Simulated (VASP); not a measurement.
Level of theory: PBEsol GGA, VASP's PBE PAW potentials (set 64) (plane waves; VASP).

Input for VASP

### KPOINTS
```
K-points
0
Gamma
  5 5 8
0 0 0
```

**INCAR**
```
ALGO  =  Normal
EDIFF  =  1E-6
ENCUT  =  300
GGA  =  PS
ISIF  =  2
ISMEAR  =  -1
LASPH  =  .TRUE.
LCHARG  =  .FALSE.
LMAXMIX  =  4
LREAL  =  .FALSE.
LWAVE  =  .FALSE.
NELM  =  100
PREC  =  Accurate
SIGMA  =  0.1
SYSTEM  =  NaH2Pd3
```

**KPOINTS_OPT**
```
k-points along high-symmetry lines
5
Line-mode
Reciprocal
  0.000000   0.000000   0.000000 ! GAMMA
 -0.500000   0.500000   0.000000 ! Y

 -0.500000   0.500000   0.000000 ! Y
 -0.357509   0.642491   0.000000 ! C_0

  0.357509   0.357509   0.000000 ! SIGMA_0
  0.000000   0.000000   0.000000 ! GAMMA

  0.000000   0.000000   0.000000 ! GAMMA
  0.000000   0.000000   0.500000 ! Z

  0.000000   0.000000   0.500000 ! Z
  0.357509   0.357509   0.500000 ! A_0

 -0.357509   0.642491   0.500000 ! E_0
 -0.500000   0.500000   0.500000 ! T

 -0.500000   0.500000   0.500000 ! T
 -0.500000   0.500000   0.000000 ! Y

  0.000000   0.000000   0.000000 ! GAMMA
  0.000000   0.500000   0.000000 ! S

  0.000000   0.500000   0.000000 ! S
  0.000000   0.500000   0.500000 ! R

  0.000000   0.500000   0.500000 ! R
  0.000000   0.000000   0.500000 ! Z

  0.000000   0.000000   0.500000 ! Z
 -0.500000   0.500000   0.500000 ! T
```

File POSCAR:
```
NaH2Pd3
4.3103050
  0.6557702993  -1.0000000000   0.0000000000
  0.6557702993   1.0000000000   0.0000000000
  0.0000000000   0.0000000000   0.6527519514
Na H Pd
1 2 3
Cart
  0.6557702993   0.0000000000   0.0000000000
  0.6557702993   0.5687400000   0.0000000000
  0.6557702993  -0.5687400000   0.0000000000
  0.0000000000   0.0000000000   0.0000000000
  0.3278851497  -0.5000000000   0.3263759757
  0.3278851497   0.5000000000   0.3263759757
```

POTCAR, in this order: Na_pv H Pd (PBE.64 set). Program: vasp_std.

Output of the run:

**OUTCAR**
```
 ion  position               nearest neighbor table
   1  0.500  0.500  0.000-   4 2.83   4 2.83   6 2.94   5 2.94   6 2.94   5 2.94   5 2.94   6 2.94
                             6 2.94   5 2.94
   2  0.216  0.784  0.000-   4 1.86   5 2.02   6 2.02   5 2.02   6 2.02
   3  0.784  0.216  0.000-   4 1.86   5 2.02   6 2.02   5 2.02   6 2.02
   4  0.000  0.000  0.000-   2 1.86   3 1.86   1 2.83   1 2.83   6 2.94   5 2.94   6 2.94   6 2.94
                             6 2.94   5 2.94   5 2.94   5 2.94
   5  0.500  0.000  0.500-   2 2.02   3 2.02   2 2.02   3 2.02   6 2.83   6 2.83   4 2.94   1 2.94
                             4 2.94   1 2.94   1 2.94   4 2.94   4 2.94   1 2.94
   6  0.000  0.500  0.500-   2 2.02   3 2.02   2 2.02   3 2.02   5 2.83   5 2.83   4 2.94   1 2.94
                             4 2.94   4 2.94   4 2.94   1 2.94   1 2.94   1 2.94
  LATTYP: Found a base centered orthorhombic cell.
 ALAT       =     5.6531400000
 B/A-ratio  =     1.5249242014
 C/A-ratio  =     0.4976986241
 Subroutine PRICEL returns:
 Original cell was already a primitive cell.
 Subroutine GETGRP returns: Found  8 space group operations
The static configuration has the point symmetry D_2h.
The dynamic configuration has the point symmetry D_2h.
 Subroutine INISYM returns: Found  8 space group operations
 Subroutine IBZKPT returns following result:
 Found     45 irreducible k-points:

 Following reciprocal coordinates:
            Coordinates               Weight
  0.000000  0.000000  0.000000      1.000000
  0.200000 -0.000000  0.000000      4.000000
  0.400000 -0.000000  0.000000      4.000000
  0.200000  0.200000  0.000000      2.000000
  0.400000  0.200000  0.000000      4.000000
 -0.400000  0.200000  0.000000      4.000000
 -0.200000  0.200000  0.000000      2.000000
  0.400000  0.400000  0.000000      2.000000
 -0.400000  0.400000  0.000000      2.000000
  0.000000  0.000000  0.125000      2.000000
  0.200000 -0.000000  0.125000      8.000000
  0.400000 -0.000000  0.125000      8.000000
  0.200000  0.200000  0.125000      4.000000
  0.400000  0.200000  0.125000      8.000000
...
```

**OSZICAR**
```
       N       E                     dE             d eps       ncg     rms          rms(c)
DAV:   1     0.220595280192E+03    0.22060E+03   -0.14056E+04  2141   0.121E+03
DAV:   2    -0.178295508488E+02   -0.23842E+03   -0.23169E+03  2336   0.340E+02
DAV:   3    -0.279469737996E+02   -0.10117E+02   -0.98970E+01  2316   0.732E+01
DAV:   4    -0.281276532719E+02   -0.18068E+00   -0.18040E+00  2504   0.993E+00
DAV:   5    -0.281330637004E+02   -0.54104E-02   -0.54103E-02  2688   0.163E+00    0.127E+01
DAV:   6    -0.272089149499E+02    0.92415E+00   -0.51185E+00  2231   0.165E+01    0.542E+00
DAV:   7    -0.271270753034E+02    0.81840E-01   -0.30027E-01  2273   0.478E+00    0.330E+00
DAV:   8    -0.271045497255E+02    0.22526E-01   -0.70338E-02  2687   0.273E+00    0.630E-01
DAV:   9    -0.270999570993E+02    0.45926E-02   -0.22324E-02  2304   0.191E+00    0.193E-01
DAV:  10    -0.270996331568E+02    0.32394E-03   -0.14390E-03  2406   0.369E-01    0.470E-02
DAV:  11    -0.270996039111E+02    0.29246E-04   -0.14014E-04  2480   0.107E-01    0.170E-02
DAV:  12    -0.270996012286E+02    0.26825E-05   -0.16882E-05  2561   0.578E-02    0.484E-03
DAV:  13    -0.270996009490E+02    0.27962E-06   -0.14019E-06  1231   0.149E-02
   1 F= -.27099601E+02 E0= -.27069762E+02  d E =-.596777E-01
       N       E                     dE             ncg
       N       E                     dE             ncg
```

OUTCAR:
```
------------------------ aborting loop because EDIFF is reached ----------------------------------------
  FORCE on cell =-STRESS in cart. coord.  units (eV):
  Direction    XX          YY          ZZ          XY          YZ          ZX
  --------------------------------------------------------------------------------------
  Total       -1.5058053     -1.3325446     -1.7386370      0.0000000      0.0000000      0.0000000
  in kB      -35.1905042    -31.1414204    -40.6317543      0.0000000      0.0000000      0.0000000
  external PRESSURE =     -35.6545597 kB  Pullay stress =       0.0000000 kB
  volume of cell :       68.56
      direct lattice vectors                 reciprocal lattice vectors
     2.826570000 -4.310305000  0.000000000     0.176892842 -0.116001072  0.000000000
     2.826570000  4.310305000  0.000000000     0.176892842  0.116001072  0.000000000
     0.000000000  0.000000000  2.813560000     0.000000000  0.000000000  0.355421601
 POSITION                                       TOTAL-FORCE (eV/Angst)
 -----------------------------------------------------------------------------------
      2.82657      0.00000      0.00000         0.000000     -0.000000     -0.000000
      2.82657      2.45144      0.00000        -0.000000      0.011926      0.000000
      2.82657     -2.45144      0.00000        -0.000000     -0.011926     -0.000000
      0.00000      0.00000      0.00000        -0.000000      0.000000     -0.000000
      1.41328     -2.15515      1.40678        -0.000000      0.000000     -0.000000
      1.41328      2.15515      1.40678        -0.000000      0.000000     -0.000000
 -----------------------------------------------------------------------------------
    total drift:                                0.000000      0.000000     -0.000000
  FREE ENERGIE OF THE ION-ELECTRON SYSTEM (eV)
  ---------------------------------------------------
  free  energy   TOTEN  =       -27.0996009490 eV

  energy  without entropy=      -27.0399232535  energy(sigma->0) =      -27.06976210
```
(Selected blocks of OUTCAR.)

At this cut-off the stress carries a Pulay error, which pulls relaxed volumes low.

The structure comes from a computed database's NaH2Pd3 entry (Cmmm); how it stands against other phases isn't given here. The cell was not relaxed at this level. The electron count is odd and the run is not spin-polarised, which forces a metal.
